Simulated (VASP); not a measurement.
**Ir: a series in a change of volume**

Wanted: the elastic response of Ir to a change of volume, with a fit that predicts a row left out.

Method: r2SCAN; plane waves and PAW (Ir), in the first sound run; inputs show where later runs differ, in VASP 6.6.1.

## 1. Set-up

The structure is cubic, space group Fm-3m (No. 225). The conventional cell has a = 3.840 Å, b = 3.840 Å, c = 3.840 Å, α = 90.00°, β = 90.00°, γ = 90.00°. Nearest to Ir lie 12 Ir at 2.72 Å.

## 2. Relax the crystal, r2SCAN

The series starts from the cell that this level prefers, so that zero strain is near zero stress.

Level: r2SCAN; plane waves and PAW (Ir).

INCAR reads:

```
SYSTEM = Ir
PREC = Accurate
ENCUT = 450
EDIFF = 1E-07
NELM = 120
ISMEAR = 1
SIGMA = 0.15
LREAL = .FALSE.
ALGO = Normal
METAGGA = R2SCAN
LASPH = .TRUE.
NBANDS = 10
LORBIT = 11
LWAVE = .FALSE.
LCHARG = .FALSE.
KPAR = 8
IBRION = 2
NSW = 40
ISIF = 3
EDIFFG = -0.005
POTIM = 0.4
```

POSCAR reads:

```
Ir
1.0
    0.0000000000      1.9200000000      1.9200000000
    1.9200000000      0.0000000000      1.9200000000
    1.9200000000      1.9200000000      0.0000000000
Ir
1
Direct
    0.0000000000      0.0000000000      0.0000000000
```

KPOINTS reads:

```
Automatic mesh
0
Gamma
26 26 26
0 0 0
```

The projector-augmented-wave data sets are Ir (PBE family, release 64).

Started as:

```
> mpirun -np 8 vasp_std
```

The program printed:

```text
[banner, memory and clock lines left out]
running    8 mpi-ranks, on    1 nodes
[...]
|                                                                             |
|           W    W    AA    RRRRR   N    N  II  N    N   GGGG   !!!           |
|           W    W   A  A   R    R  NN   N  II  NN   N  G    G  !!!           |
|           W    W  A    A  R    R  N N  N  II  N N  N  G       !!!           |
|           W WW W  AAAAAA  RRRRR   N  N N  II  N  N N  G  GGG   !            |
|           WW  WW  A    A  R   R   N   NN  II  N   NN  G    G                |
|           W    W  A    A  R    R  N    N  II  N    N   GGGG   !!!           |
|                                                                             |
|     For optimal performance we recommend to set                             |
|       NCORE = 2 up to number-of-cores-per-socket                            |
|     NCORE specifies how many cores store one orbital (NPAR=cpu/NCORE).      |
|     This setting can greatly improve the performance of VASP for DFT.       |
[...]
2 F= -.52355403E+02 E0= -.52355559E+02  d E =0.115459E-01
 trial-energy change:    0.011546  1 .order    0.011046   -0.012473    0.034564
 step:   0.2531(harm=  0.2652)  dis= 0.00000  next Energy=   -52.368519 (dE=-0.157E-02)
[...]
N       E                     dE             d eps       ncg     rms          rms(c)
DAV:   1    -0.524026168496E+02   -0.47214E-01   -0.12806E+00 11170   0.161E+01    0.172E+00
DAV:   2    -0.523717207244E+02    0.30896E-01   -0.76234E-02 11270   0.323E+00    0.533E-01
DAV:   3    -0.523684868071E+02    0.32339E-02   -0.12359E-02 11808   0.124E+00    0.201E-01
DAV:   4    -0.523684659785E+02    0.20829E-04   -0.25465E-04 15380   0.114E-01    0.906E-02
DAV:   5    -0.523684855464E+02   -0.19568E-04   -0.70094E-05 13362   0.733E-02    0.808E-03
DAV:   6    -0.523684866956E+02   -0.11493E-05   -0.25132E-06 11884   0.128E-02    0.209E-03
DAV:   7    -0.523684861859E+02    0.50976E-06   -0.24090E-07 10136   0.478E-03    0.633E-04
DAV:   8    -0.523684864591E+02   -0.27324E-06   -0.11464E-08  5198   0.105E-03    0.355E-04
DAV:   9    -0.523684863707E+02    0.88438E-07   -0.19766E-09  5156   0.378E-04
   3 F= -.52368486E+02 E0= -.52368596E+02  d E =-.153732E-02
[...]
reached required accuracy - stopping structural energy minimisation
```

It took 63 s on 8 MPI ranks of AMD EPYC 9R45, shared host; peak memory 1.4 GiB.

Lines that name or quote the potential files are left out of all logs, and their timing lines are given in words.

Parts of OUTCAR (step 2):

```text
  Total       -0.0011399     -0.0011399     -0.0011399      0.0000000     -0.0000000      0.0000000
  in kB       -0.1277787     -0.1277787     -0.1277787      0.0000000     -0.0000000      0.0000000
  external PRESSURE =      -0.1277787 kB  Pullay stress =       0.0000000 kB

 POSITION                                       TOTAL-FORCE (eV/Angst)
 -----------------------------------------------------------------------------------
      0.00000      0.00000      0.00000        -0.000000      0.000000      0.000000
 -----------------------------------------------------------------------------------
    total drift:                               -0.000000     -0.000000     -0.000000

  FREE ENERGIE OF THE ION-ELECTRON SYSTEM (eV)
  ---------------------------------------------------
  free  energy   TOTEN  =       -52.3684863707 eV

  energy  without entropy=      -52.3688159230  energy(sigma->0) =      -52.36859622

 reached required accuracy - stopping structural energy minimisation

[... 3 further parts left out ...]
[key lines of the parts left out:]
E-fermi :   9.9803
```

This run gave:

```
energy(sigma→0) of the program : -52.3686 eV
stress, compression positive   : xx, yy, zz -0.01, -0.01, -0.01 GPa
volume                         : 14.292 Å³
ionic steps                    : 3
```

## 3. Relax at fixed volume, r2SCAN

One member in full: the volume is scaled by 0.99, and the cell is held.

Level: r2SCAN; plane waves and PAW (Ir).

Changes to INCAR since step 2:

```diff
@@ -15,7 +15,8 @@
 LCHARG = .FALSE.
-KPAR = 8
+KPAR = 2
 IBRION = 2
 NSW = 40
-ISIF = 3
-EDIFFG = -0.005
+ISIF = 2
+EDIFFG = -0.004
 POTIM = 0.4
+MAXMIX = 40
```

POSCAR reads:

```
Ir
1.0
    0.0000000000      1.9197136408      1.9197136408
    1.9197136408      0.0000000000      1.9197136408
    1.9197136408      1.9197136408      0.0000000000
Ir
1
Direct
    0.0000000000      0.0000000000      0.0000000000
```

KPOINTS is that of step 2.

Started as:

```
> mpirun -np 2 vasp_std
```

The program printed:

```text
[banner, memory and clock lines left out]
running    2 mpi-ranks, on    1 nodes
[...]
[... a notice as in an earlier step ...]

 LDA part: xc-table for (None), standard interpolation
 POSCAR, INCAR and KPOINTS ok, starting setup
[...]
entering main loop
       N       E                     dE             d eps       ncg     rms          rms(c)
DAV:   1     0.308017211980E+00    0.30802E+00   -0.41556E+03 10348   0.754E+02
DAV:   2    -0.538425547700E+02   -0.54151E+02   -0.51485E+02 10588   0.193E+02
DAV:   3    -0.546818285155E+02   -0.83927E+00   -0.83725E+00 11792   0.291E+01
DAV:   4    -0.546903690256E+02   -0.85405E-02   -0.85392E-02 11734   0.278E+00
[...]
DAV:  12    -0.523667943750E+02    0.20612E-05   -0.20903E-06 11494   0.176E-02    0.156E-03
DAV:  13    -0.523667944971E+02   -0.12212E-06   -0.10847E-07  9192   0.351E-03    0.146E-03
DAV:  14    -0.523667944643E+02    0.32789E-07   -0.52930E-09  5354   0.767E-04
   1 F= -.52366794E+02 E0= -.52366889E+02  d E =-.523668E+02
[...]
reached required accuracy - stopping structural energy minimisation
```

Run time: 91 s. Hardware: 2 MPI ranks; peak memory 0.31 GiB; 3 min of CPU time.

Parts of OUTCAR (step 3):

```text
  Total        0.3438674      0.3438674      0.3438674      0.0000000      0.0000000     -0.0000000
  in kB       38.9369806     38.9369806     38.9369806      0.0000000      0.0000000     -0.0000000
  external PRESSURE =      38.9369806 kB  Pullay stress =       0.0000000 kB

 POSITION                                       TOTAL-FORCE (eV/Angst)
 -----------------------------------------------------------------------------------
      0.00000      0.00000      0.00000         0.000000     -0.000000      0.000000
 -----------------------------------------------------------------------------------
    total drift:                               -0.000000     -0.000000     -0.000000

  FREE ENERGIE OF THE ION-ELECTRON SYSTEM (eV)
  ---------------------------------------------------
  free  energy   TOTEN  =       -52.3667944643 eV

  energy  without entropy=      -52.3670785055  energy(sigma->0) =      -52.36688914

[... 2 parts as in an earlier step ...]

[... 2 further parts left out ...]
[key lines of the parts left out:]
E-fermi :  10.1551
```

Numbers from this step:

```
energy(sigma→0) of the program : -52.3669 eV
stress, compression positive   : xx, yy, zz 3.89, 3.89, 3.89 GPa
ionic steps                    : 1
```

## 4. The whole series

The other members went through these steps as far as the tables show, with the same cutoff and, step by step, the same mesh; 8 runs are not shown. The session took 0.58 core hours (wall time by ranks) on a shared machine.

```csv
volume over the relaxed volume,volume (Å³/atom),pressure (GPa),"energy above the unstrained row, extrapolated to no smearing (meV/atom)"
0.940,13.435,27.448,69.340
0.960,13.721,17.157,29.607
0.980,14.007,8.050,7.158
0.990,14.149,3.894,1.785
1,14.292,-0.014,0.000
1.010,14.435,-3.686,1.599
1.020,14.578,?,?
1.040,14.864,-13.431,24.691
1.060,15.150,-18.985,53.570
```

## 5. A fit to the known rows

A least-squares cubic through the 8 rows shown, with u the logarithm of the volume ratio: pressure = − 1161 u³ + 979.6 u² − 378.7 u − 0.01315 (GPa), r.m.s. residual 0.0011 GPa.

At u = 0.01980 this predicts -7.138 GPa.

## 6. Prediction against calculation

The calculation gives -7.139 GPa, so the prediction is 0.001 GPa too high.

A cubic of the pressure in ln(V/V₀) through all rows has the slope −B at V₀: B = 379 GPa, and its curvature gives B′ = 5.2.

## 7. Summary of results

- error of the predicted pressure: 0.001 GPa
- bulk modulus: 379 GPa

**Reading.** These are static values: temperature and zero-point motion are left out. In a metal the slopes also depend on mesh and smearing, which were held through the series.

[Lines on the potential files, build, host, timing and source positions are cut from VASP's logs without a mark.]

[Logs are printed without paths, hosts, clocks, repeated set-up lines and the standing remarks that a program may print on its own settings, such as how far it seeks lower states.]

[Hosts, paths, dates, database ids (printed as entryN), source tags and the programs' standing remarks are cut or masked in the printed files.]

[In band tables of VASP the shares of atoms and orbitals are scaled to a sum of 1 inside the atoms' spheres.]
